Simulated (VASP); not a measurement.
Consider the following.

```yaml
crystal:
  lattice:
    - [0.00000, 2.04098, 2.04098]
    - [2.04098, 0.00000, 2.04098]
    - [2.04098, 2.04098, 0.00000]
  atoms:
    - { symbol: Al, position: [0.00000, 0.00000, 0.00000] }
```

Level of theory: PBE GGA with D3 dispersion (zero damping), VASP's PBE PAW potentials (set 64) (plane waves; VASP). Run with 520 eV cut-off, 16×16×16 Γ-centred mesh, first-order Methfessel-Paxton smearing of 0.10 eV, potentials Al.

**Question.** Predict the energy per atom (σ→0), pressure, band gap (on the k-mesh) with the smallest direct gap where there is one.

**Answer.** 
| Quantity | Value |
|---|---|
| band gap (on the k-mesh) | none (metal, semimetal or under 0.01 eV) |
| energy per atom (σ→0) | -3.904 eV/atom |
| pressure | -4.11 GPa |

The absolute energy has meaning only against runs of the same code, potentials and settings.

The compound is Al in the fcc structure. This cell is one point of a volume scan, at 1.06 of the reference volume.
